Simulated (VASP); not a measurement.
# CsSi2 (P-6m2) in VASP: further runs

Aim: see how the results for CsSi2 move with the level of theory and the settings. Levels: revPBE, BLYP. Tasks: relaxation of cell and atoms.

Program: VASP 6.6.1. These are calculated values, not measurements. Logs are shortened: lines on timing, memory, paths and dates and some standing lists are left out, and cuts for length are marked.

## Step 1: The crystal as given

It takes space group P-6m2 (No. 187, hexagonal). Conventional cell: a = 6.372 Å, b = 6.372 Å, c = 4.479 Å, α = 90.00°, β = 90.00°, γ = 120.00°. Cs (site symmetry -6m2) is surrounded by 6 Si at 3.85 Å. Si (site symmetry 3m) is surrounded by 2 Si at 2.24 Å.

The cell was built by a generator and needn't be a form met in nature.

## Step 2: Relaxation of cell and atoms, revPBE

INCAR

```
SYSTEM = CsSi2
PREC     = Accurate       ! precision mode
ENCUT    = 600            ! plane-wave cutoff, eV
EDIFF    = 1E-6           ! SCF threshold, eV
ISMEAR   = -1             ! smearing method
SIGMA    = 0.05           ! smearing width, eV
LREAL    = .FALSE.        ! projectors in reciprocal space
LASPH    = .TRUE.         ! aspherical terms in the spheres
NELM     = 100            ! most SCF steps
ALGO     = Fast           ! electronic algorithm
ISIF     = 3              ! what is computed and relaxed
LWAVE    = .FALSE.        ! write WAVECAR
LCHARG   = .FALSE.        ! write CHGCAR
GGA      = RE             ! functional
IBRION   = 2              ! ionic algorithm
NSW      = 40             ! ionic steps
EDIFFG   = -0.005         ! ionic threshold
```

KPOINTS

```
regular mesh
0
G
  5 5 6
  0 0 0
```

POSCAR

```
CsSi2
1.0
    6.3715700000      0.0000000000      0.0000000000
   -3.1857800000      5.5179400000      0.0000000000
    0.0000000000      0.0000000000      4.4786600000
Cs Si
1 2
Direct
    0.0000000000      0.0000000000      0.0000000000
    0.6666700000      0.3333300000      0.2503900000
    0.6666700000      0.3333300000      0.7496100000
```

Potentials or basis: VASP PAW PBE potentials, release 64 (Cs_sv, Si).

Started as:

```console
> cat potpaw_PBE.64/Cs_sv/POTCAR potpaw_PBE.64/Si/POTCAR > POTCAR
> mpirun -np 1 vasp_std > vasp.out
```

OUTCAR:

```text
SYSTEM = CsSi2
   PREC = Accurate
   ENCUT = 600
   EDIFF = 1E-6
   ISMEAR = -1
   LREAL = .FALSE.
   LASPH = .TRUE.
   NELM = 100
   ISIF = 3
   GGA = RE
   IBRION = 2
   NSW = 40
   EDIFFG = -0.005

 ion  position               nearest neighbor table
   1  0.000  0.000  0.000-
   2  0.667  0.333  0.250-   3 2.24   3 2.24
   3  0.667  0.333  0.750-   2 2.24   2 2.24

  LATTYP: Found a hexagonal cell.
 ALAT       =     6.3715700000
 C/A-ratio  =     0.7029130968

  Lattice vectors:

 A1 = (   6.3715700000,   0.0000000000,   0.0000000000)
 A2 = (  -3.1857800000,   5.5179400000,   0.0000000000)
 A3 = (   0.0000000000,   0.0000000000,   4.4786600000)

Analysis of symmetry for initial positions (statically):
=====================================================================
 Subroutine PRICEL returns:
 Original cell was already a primitive cell.

 Routine SETGRP: Setting up the symmetry group for a
 hexagonal supercell.

 Subroutine GETGRP returns: Found  4 space group operations
 (whereof  4 operations were pure point group operations)
 out of a pool of 24 trial point group operations.

The static configuration has the point symmetry C_2v.

Analysis of symmetry for dynamics (positions and initial velocities):
=====================================================================
 Subroutine PRICEL returns:
 Original cell was already a primitive cell.

 Routine SETGRP: Setting up the symmetry group for a
 hexagonal supercell.

 Subroutine GETGRP returns: Found  4 space group operations
 (whereof  4 operations were pure point group operations)
 out of a pool of 24 trial point group operations.

The dynamic configuration has the point symmetry C_2v.

 Subroutine INISYM returns: Found  4 space group operations
 (whereof  4 operations are pure point group operations),
 and found     1 'primitive' translations

----------------------------------------------------------------------------------------

                                     Primitive cell

  volume of cell :     157.4605

  direct lattice vectors                    reciprocal lattice vectors
     6.371570000  0.000000000  0.000000000     0.156947189  0.090613384  0.000000000
    -3.185780000  5.517940000  0.000000000     0.000000000  0.181227052  0.000000000
     0.000000000  0.000000000  4.478660000     0.000000000  0.000000000  0.223281071

  length of vectors
     6.371570000  6.371566217  4.478660000     0.181226945  0.181227052  0.223281071

  position of ions in fractional coordinates (direct lattice)
     0.000000000  0.000000000  0.000000000
     0.666670000  0.333330000  0.250390000
     0.666670000  0.333330000  0.749610000

  ion indices of the primitive-cell ions
   primitive index   ion index
                 1           1
                 2           2
                 3           3

----------------------------------------------------------------------------------------

 KPOINTS: regular mesh

Automatic generation of k-mesh.
 Grid dimensions read from file:
 generate k-points for:    5    5    6

 Generating k-lattice:

  Cartesian coordinates                     Fractional coordinates (reciprocal lattice)
     0.031389438  0.018122677  0.000000000     0.200000000  0.000000000  0.000000000
     0.000000000  0.036245410  0.000000000     0.000000000  0.200000000  0.000000000
     0.000000000  0.000000000  0.037213512     0.000000000  0.000000000  0.166666667

  Length of vectors
     0.036245389  0.036245410  0.037213512

  Shift w.r.t. Gamma in fractional coordinates (k-lattice)
     0.000000000  0.000000000  0.000000000

 Subroutine IBZKPT returns following result:
 ===========================================

 Found     36 irreducible k-points:

 Following reciprocal coordinates:
            Coordinates               Weight
  0.000000  0.000000  0.000000      1.000000
  0.200000  0.000000  0.000000      4.000000
 -0.200000  0.200000  0.000000      2.000000
  0.400000  0.000000  0.000000      4.000000
 -0.400000  0.400000  0.000000      2.000000
  0.200000  0.200000  0.000000      2.000000
[... 16 lines left out ...]
 -0.400000  0.400000  0.333333      4.000000
  0.200000  0.200000  0.333333      4.000000
 [... further k-points ...]
   k-points           NKPTS =     36   k-points in BZ     NKDIM =     36   number of bands    NBANDS=     12
   number of dos      NEDOS =    301   number of ions     NIONS =      3
   total plane-waves  NPLWV = 104976
   dimension x,y,z NGX =    54 NGY =   54 NGZ =   36
   dimension x,y,z NGXF=   108 NGYF=  108 NGZF=   72
   ions per type =               1   2
   NGX,Y,Z   is equivalent  to a cutoff of  14.09, 14.09, 13.36 a.u.
   NGXF,Y,Z  is equivalent  to a cutoff of  28.18, 28.18, 26.73 a.u.
 SYSTEM =  CsSi2
   PREC   = accura    normal or accurate (medium, high low for compatibility)
   ISTART =      0    job   : 0-new  1-cont  2-samecut
   ICHARG =      2    charge: 1-file 2-atom 10-const
   ISPIN  =      1    spin polarized calculation?
   LNONCOLLINEAR =      F non collinear calculations
   LSORBIT =      F    spin-orbit coupling
   LASPH  =      T    aspherical Exc in radial PAW
   ENCUT  =  600.0 eV  44.10 Ry    6.64 a.u.  12.73 12.73  8.94*2*pi/ulx,y,z
   NELM   =    100;   NELMIN=  2; NELMDL= -5     # of ELM steps
   EDIFF  = 0.1E-05   stopping-criterion for ELM
   LREAL  =      F    real-space projection
   EDIFFG = -.5E-02   stopping-criterion for IOM
   NSW    =     40    number of steps for IOM
   IBRION =      2    ionic relax: 0-MD 1-quasi-New 2-CG
   NFREE  =      1    steps in history (QN), initial steepest desc. (CG)
   ISIF   =      3    stress and relaxation
   ISYM   =      2    0-nonsym 1-usesym 2-fastsym
   POTIM  = 0.5000    time-step for ionic-motion
   TEBEG  =    0.0;   TEEND  =   0.0 temperature during run
   PSTRESS=    0.0 pullay stress
   NELECT =      17.0000    total number of electrons
   NUPDOWN=      -1.0000    fix difference up-down
   EMIN   =  10.00;   EMAX   =-10.00  energy-range for DOS
   EFERMI =   0.00;   METHOD = LEGACY
   ISMEAR =    -1;   SIGMA  =   0.05  broadening in eV -4-tet -1-fermi 0-gaus
   EFERMI_NEDOS =   21; number of points for ismear=-14 and -15
   IALGO  =     68    algorithm
   IMIX   =      4    mixing-type and parameters
     AMIX     =   0.40;   BMIX     =  1.00
     AMIX_MAG =   1.60;   BMIX_MAG =  1.00
  volume/ion in A,a.u.               =      52.49       354.20
  Fermi-wavevector in a.u.,A,eV,Ry     =   0.779532  1.473102  8.267855  0.607670
  Thomas-Fermi vector in A             =   1.882656
   LORBIT       =      0    0 simple, 1 ext, 2 COOP (PROOUT), +10 PAW based schemes
   GGA     = RE    functional components
   LHFCALC =     F    Hartree Fock is set to
   AEXX    =    0.0000 exact exchange contribution
   IVDW    =     0    specifies the selected vdW correction
   LEPSILON=     F    determine dielectric tensor
   LRPA    =     F    only Hartree local field effects (RPA)
 conjugate gradient relaxation of ions
 non-spin polarized calculation
 RMM-DIIS sequential band-by-band and
  energy-cutoff  :      600.00
  volume of cell :      157.46
 maximum number of plane-waves:      5276
 NGX is ok and might be reduce to    54
   NGX = 25   NGY = 25   NGZ = 17

--------------------------------------- Ionic step        1  -------------------------------------------

 number of electron      16.9999999 magnetization

 Free energy of the ion-electron system (eV)
  ---------------------------------------------------
  ext. energy  EPLUGINS =         0.00000000
  ---------------------------------------------------
  free energy    TOTEN  =        -9.41779188 eV

  energy without entropy =       -9.38825089  energy(sigma->0) =       -9.40302138

------------------------ aborting loop because EDIFF is reached ----------------------------------------

  FORCE on cell =-STRESS in cart. coord.  units (eV):
  Direction    XX          YY          ZZ          XY          YZ          ZX
  --------------------------------------------------------------------------------------
  -------------------------------------------------------------------------------------
  Total        0.4440191      0.4439344     -1.4116984     -0.0000728      0.0000000      0.0000000
  in kB        4.5179429      4.5170803    -14.3641847     -0.0007409      0.0000000      0.0000000
  external PRESSURE =      -1.7763871 kB  Pullay stress =       0.0000000 kB
[... 92 lines left out ...]
  FREE ENERGIE OF THE ION-ELECTRON SYSTEM (eV)
  ---------------------------------------------------
  free  energy   TOTEN  =        -9.4449275347 eV

  energy  without entropy=       -9.4407198666  energy(sigma->0) =       -9.44282370

[... ionic steps 4 to 13 ...]

--------------------------------------- Ionic step       14  -------------------------------------------

 number of electron      17.0000001 magnetization

------------------------ aborting loop because EDIFF is reached ----------------------------------------

  FORCE on cell =-STRESS in cart. coord.  units (eV):
  Direction    XX          YY          ZZ          XY          YZ          ZX
  --------------------------------------------------------------------------------------
  -------------------------------------------------------------------------------------
  Total        0.0046474      0.0046391      0.0172252     -0.0000072      0.0000000      0.0000000
  in kB        0.0462219      0.0461390      0.1713162     -0.0000718      0.0000000      0.0000000
  external PRESSURE =       0.0878923 kB  Pullay stress =       0.0000000 kB
[... 59 lines left out ...]
  energy  without entropy=       -9.4503829852  energy(sigma->0) =       -9.45170935

--------------------------------------- Ionic step       16  -------------------------------------------

 number of electron      17.0000001 magnetization

 Free energy of the ion-electron system (eV)
  ---------------------------------------------------
  ext. energy  EPLUGINS =         0.00000000
  ---------------------------------------------------
  free energy    TOTEN  =        -9.45303830 eV

  energy without entropy =       -9.45028991  energy(sigma->0) =       -9.45166410

 E-fermi :   0.6520     XC(G=0):  -5.9048

 val. band max:        0.4632400046   @ k =   0.4000   0.4000   0.5000
 cond. band min:       0.8882621903   @ k =   0.4000   0.4000   0.1667
 fundamental gap:      0.4250221857
 Fermi energy:         0.6520274727

 k-point     1 :       0.0000    0.0000    0.0000
  band No.  band energies     occupation
      1     -21.9143      2.00000
      2      -9.1039      2.00000
      3      -8.7075      2.00000
      4      -8.7075      2.00000
      5      -8.6163      2.00000
      6      -3.0519      2.00000
      7      -1.3854      2.00000
      8      -1.3854      2.00000
      9      -0.5578      2.00000
     10       2.1428      0.00000
     11       4.0180      0.00000
     12       4.7673      0.00000
[... 331 lines left out ...]
 k-point    24 :       0.2000    0.2000    0.3333
  band No.  band energies     occupation
      1     -21.8884      2.00000
      2      -8.9912      2.00000
      3      -8.8419      2.00000
      4      -8.6689      2.00000
      5      -8.0731      2.00000
      6      -5.8770      2.00000
      7      -0.7356      2.00000
      8      -0.5938      2.00000
      9       1.5600      0.00000
     10       1.6318      0.00000
     11       3.1793      0.00000
     12       3.9849      0.00000

 [... further k-points ...]

------------------------ aborting loop because EDIFF is reached ----------------------------------------

  FORCE on cell =-STRESS in cart. coord.  units (eV):
  Direction    XX          YY          ZZ          XY          YZ          ZX
  --------------------------------------------------------------------------------------
  -------------------------------------------------------------------------------------
  Total        0.0093317      0.0093237     -0.0100643     -0.0000069      0.0000000      0.0000000
  in kB        0.0927775      0.0926979     -0.1000613     -0.0000688      0.0000000      0.0000000
  external PRESSURE =       0.0284713 kB  Pullay stress =       0.0000000 kB
[... 18 lines left out ...]
  FREE ENERGIE OF THE ION-ELECTRON SYSTEM (eV)
  ---------------------------------------------------
  free  energy   TOTEN  =        -9.4530382996 eV

  energy  without entropy=       -9.4502899057  energy(sigma->0) =       -9.45166410

 reached required accuracy - stopping structural energy minimisation
```

Wall time 5.4 min (1 thread of Intel Xeon 6975P-C (Granite Rapids), shared host); peak memory 0.38 GiB.

Results:

- Free energy: -9.4530 eV
- Relaxed volume: 53.72 Å³/atom
- Relaxed cell: a = 6.517 Å, b = 6.517 Å, c = 4.381 Å, α = 90.00°, β = 90.00°, γ = 120.00°
- Space group after relaxing (to 0.05 Å): P-6m2 (No. 187)
- Energy gained by relaxing: 11.7 meV/atom
- Ionic steps: 16
- Pressure after relaxing: 0.0 GPa
- Band gap on the k mesh: none (metal or under the smearing width)

Forces on the atoms (eV/Å):
```
Cs   0.000  0.000  0.000
Si   0.000  0.000 -0.003
Si   0.000  0.000  0.003
```

The path:
```tsv
step	energy change (eV)	largest force (eV/Å)	pressure (GPa)	volume (Å³)
1	0.0000	0.1472	-0.18	157.46
2	-0.0271	0.3492	0.26	156.09
3	-0.0271	0.3351	0.23	156.13
4	-0.0282	0.2365	0.51	157.32
5	-0.0311	0.0401	0.36	156.79
6	-0.0332	0.1690	-0.01	159.52
7	-0.0336	0.1148	0.08	158.77
8	-0.0348	0.0249	0.00	160.14
9	-0.0348	0.0611	-0.02	160.50
10	-0.0352	0.0235	0.05	161.03
11	-0.0352	0.0328	0.03	160.90
12	-0.0352	0.0321	0.00	161.22
13	-0.0352	0.0080	0.01	161.10
14	-0.0352	0.0064	0.01	161.09
15	-0.0352	0.0049	0.01	161.09
16	-0.0352	0.0028	0.00	161.15
```

Final structure:
```yaml
crystal:
  lattice:
    - [6.51734, -0.00003, 0.00000]
    - [-3.25869, 5.64416, 0.00000]
    - [0.00000, 0.00000, 4.38088]
  atoms:
    - { symbol: Cs, position: [0.00000, 0.00000, 0.00000] }
    - { symbol: Si, position: [0.66667, 0.33333, 0.25001] }
    - { symbol: Si, position: [0.66667, 0.33333, 0.74999] }
```

Caveat: the PAW data sets were made with another functional, which shifts forces and pressure a little. Spin-orbit coupling is left out, which matters for the levels of Cs.

(Continued in part 2 of 2.)
